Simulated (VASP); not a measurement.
All values below come from PBE GGA with D3 dispersion (Becke-Johnson damping), VASP's PBE PAW potentials (set 64) (plane waves; VASP 6.6.1).

A VASP calculation is set up with these files.

KPOINTS:
```
Automatic mesh
0
Gamma
  10 10 8
```

POSCAR:
```
MgB2
1.0
  1.5266942512  -2.6443115308   0.0000000000
  1.5266942512   2.6443115308   0.0000000000
  0.0000000000   0.0000000000   3.4449192870
Mg B
1 2
Cart
  0.0000000000   0.0000000000   0.0000000000
  1.5266942512   0.8814389398   1.7224596435
  1.5266942512  -0.8814389398   1.7224596435
```

### INCAR
```
# general
SYSTEM = MgB2
PREC   = Accurate
ENCUT  = 520   # plane-wave cut-off (eV)
LREAL  = .False.   # projection in real space or not
LASPH  = .True.   # aspherical one-centre terms

# electronic loop
EDIFF  = 1E-6   # SCF stop (eV)
NELM   = 100   # most electronic steps
ALGO   = Normal   # blocked Davidson

# smearing
ISMEAR = 1   # Methfessel-Paxton
SIGMA  = 0.1   # width (eV)

# functional
GGA    = PE
IVDW   = 12

# ions
IBRION = 2   # conjugate gradients
NSW    = 60   # most ionic steps
ISIF   = 3   # ions, shape and volume
EDIFFG = -0.02

# output
LWAVE  = .False.
LCHARG = .False.
```

POTCAR, in this order: Mg B (PBE.64 set). Program: vasp_std.

Output of the run:

### OSZICAR
```
       N       E                     dE             d eps       ncg     rms          rms(c)
DAV:   1     0.546795418756E+01    0.54680E+01   -0.39672E+03  1184   0.843E+02
DAV:   2    -0.167402914621E+02   -0.22208E+02   -0.21023E+02  1616   0.112E+02
DAV:   3    -0.170126622613E+02   -0.27237E+00   -0.27182E+00  1424   0.150E+01
DAV:   4    -0.170131717603E+02   -0.50950E-03   -0.50754E-03  1672   0.568E-01
DAV:   5    -0.170131721932E+02   -0.43283E-06   -0.43300E-06  1472   0.114E-02    0.533E+00
DAV:   6    -0.155795672299E+02    0.14336E+01   -0.23281E+00  1216   0.857E+00    0.261E+00
DAV:   7    -0.153099688951E+02    0.26960E+00   -0.12896E+00  1320   0.624E+00    0.749E-01
DAV:   8    -0.153097036984E+02    0.26520E-03   -0.68397E-02  1208   0.187E+00    0.285E-01
DAV:   9    -0.153054117604E+02    0.42919E-02   -0.13616E-02  1264   0.658E-01    0.530E-02
DAV:  10    -0.153053939136E+02    0.17847E-04   -0.12126E-03  1544   0.219E-01    0.283E-02
DAV:  11    -0.153053557509E+02    0.38163E-04   -0.17606E-04  1224   0.832E-02    0.195E-03
DAV:  12    -0.153053558902E+02   -0.13934E-06   -0.14955E-06  1424   0.117E-02
   1 F= -.16190204E+02 E0= -.16190417E+02  d E =-.161902E+02
```

OUTCAR:
```
------------------------ aborting loop because EDIFF is reached ----------------------------------------
 Edisp (eV)   -0.88485
  FORCE on cell =-STRESS in cart. coord.  units (eV):
  Direction    XX          YY          ZZ          XY          YZ          ZX
  --------------------------------------------------------------------------------------
  Total       0.01605     0.01605     0.00724     0.00000     0.00000    -0.00000
  in kB       0.92442     0.92442     0.41722     0.00000     0.00000    -0.00000
  external pressure =        0.76 kB  Pullay stress =        0.00 kB
  volume of cell :       27.81
      direct lattice vectors                 reciprocal lattice vectors
     1.526694251 -2.644311531  0.000000000     0.327505000 -0.189085134  0.000000000
     1.526694251  2.644311531  0.000000000     0.327505000  0.189085134  0.000000000
     0.000000000  0.000000000  3.444919287     0.000000000  0.000000000  0.290282563
 POSITION                                       TOTAL-FORCE (eV/Angst)
 -----------------------------------------------------------------------------------
      0.00000      0.00000      0.00000        -0.000000      0.000000      0.000000
      1.52669      0.88144      1.72246        -0.000000     -0.000000      0.000000
      1.52669     -0.88144      1.72246         0.000000      0.000000      0.000000
 -----------------------------------------------------------------------------------
    total drift:                                0.000000     -0.000000      0.000000
  FREE ENERGIE OF THE ION-ELECTRON SYSTEM (eV)
  ---------------------------------------------------
  free  energy   TOTEN  =       -16.1902043483 eV

  energy  without entropy=      -16.1908408647  energy(sigma->0) =      -16.19041652

 reached required accuracy - stopping structural energy minimisation
```
(Selected blocks of OUTCAR.)

The compound is MgB2 in the AlB2 type structure. It was relaxed first. The start is the result of an earlier pass.
